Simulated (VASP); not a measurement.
Output of a VASP run:

### OSZICAR
```
       N       E                     dE             d eps       ncg     rms          rms(c)
DAV:   1     0.121434950558E+03    0.12143E+03   -0.93083E+03  5616   0.166E+03
DAV:   2    -0.132991143182E+02   -0.13473E+03   -0.13170E+03  5641   0.393E+02
DAV:   3    -0.179493454470E+02   -0.46502E+01   -0.45628E+01  6885   0.867E+01
DAV:   4    -0.180587033522E+02   -0.10936E+00   -0.10865E+00  6774   0.118E+01
DAV:   5    -0.180616611996E+02   -0.29578E-02   -0.29573E-02  7423   0.180E+00    0.159E+01
DAV:   6    -0.158695458719E+02    0.21921E+01   -0.11423E+01  6568   0.533E+01    0.566E+00
DAV:   7    -0.200177903252E+02   -0.41482E+01   -0.29225E+01  9630   0.598E+01    0.292E+01
DAV:   8    -0.155368404550E+02    0.44809E+01   -0.20578E+01  8603   0.516E+01    0.899E-01
DAV:   9    -0.155572037651E+02   -0.20363E-01   -0.33144E-01  6394   0.575E+00    0.934E-01
DAV:  10    -0.155533911411E+02    0.38126E-02   -0.61077E-02  7954   0.317E+00    0.520E-01
DAV:  11    -0.155500342824E+02    0.33569E-02   -0.13316E-02  6953   0.153E+00    0.166E-01
DAV:  12    -0.155497991034E+02    0.23518E-03   -0.11959E-03  8756   0.375E-01    0.461E-02
DAV:  13    -0.155497919782E+02    0.71251E-05   -0.38585E-05  8016   0.646E-02    0.109E-02
DAV:  14    -0.155497918380E+02    0.14020E-06   -0.65932E-06  8167   0.288E-02
   1 F= -.15549792E+02 E0= -.15549931E+02  d E =0.418025E-03
```

**OUTCAR**
```
------------------------ aborting loop because EDIFF is reached ----------------------------------------
  FORCE on cell =-STRESS in cart. coord.  units (eV):
  Direction    XX          YY          ZZ          XY          YZ          ZX
  --------------------------------------------------------------------------------------
  Total       -1.3135749     -1.2537065     -1.2641771      0.0000000      0.0000000      0.0000000
  in kB      -76.5713505    -73.0814802    -73.6918361      0.0000000      0.0000000      0.0000000
  external PRESSURE =     -74.4482223 kB  Pullay stress =       0.0000000 kB
  volume of cell :       27.49
      direct lattice vectors                 reciprocal lattice vectors
     3.011422000  0.000000000  0.000000000     0.332069036  0.000000000  0.000000000
     0.000000000  3.017740000  0.000000000     0.000000000  0.331373810  0.000000000
     0.000000000  0.000000000  3.024445000     0.000000000  0.000000000  0.330639175
 POSITION                                       TOTAL-FORCE (eV/Angst)
 -----------------------------------------------------------------------------------
      0.00000      0.00000      0.00000         0.323001      0.000000      0.000000
      1.59876      1.50887      1.51222        -0.323001      0.000000      0.000000
 -----------------------------------------------------------------------------------
    total drift:                               -0.000145     -0.000000      0.000000
  FREE ENERGIE OF THE ION-ELECTRON SYSTEM (eV)
  ---------------------------------------------------
  free  energy   TOTEN  =       -15.5497918380 eV

  energy  without entropy=      -15.5502098627  energy(sigma->0) =      -15.54993118
```
(Selected blocks of OUTCAR.)

### POSCAR
```
TiCo
1
    3.0114220000     0.0000000000     0.0000000000
    0.0000000000     3.0177400000     0.0000000000
    0.0000000000     0.0000000000     3.0244450000
Ti Co
1 1
Direct
  0.0000000000   0.0000000000   0.0000000000
  0.5309000000   0.5000000000   0.5000000000
```

Q: Reconstruct the remaining input files.

A: This is not unique; one that fits is the input of the run itself, PBE GGA, plane waves, VASP's PBE PAW potentials (set 64).

INCAR:
```
NELM=100
ALGO=Normal
SYSTEM=TiCo
ISIF=2   # forces and stress, cell fixed
SIGMA=0.1   # width (eV)
LWAVE=.FALSE.
LCHARG=.FALSE.
LMAXMIX=4
PREC=Accurate
LASPH=.TRUE.
ENCUT=520
LREAL=.FALSE.   # projection in real space or not
GGA=PE   # PBE
EDIFF=1E-6
ISMEAR=1   # Methfessel-Paxton
```

**KPOINTS**
```
Automatic mesh
0
Gamma
11 11 11
0 0 0
```

POTCAR, in this order: Ti_pv Co (PBE.64 set). Program: vasp_std.

The compound is TiCo in the CsCl type structure. The cell was not relaxed at this level, atoms are displaced from their ideal sites. The run is one of a series of settings (ENCUT = 520, POTCAR Ti_pv Co (PBE.64 set) against the base run), some of them coarse on purpose. The run is not spin-polarised, so no magnetic state was tried. The electron count is odd and the run is not spin-polarised, which forces a metal.
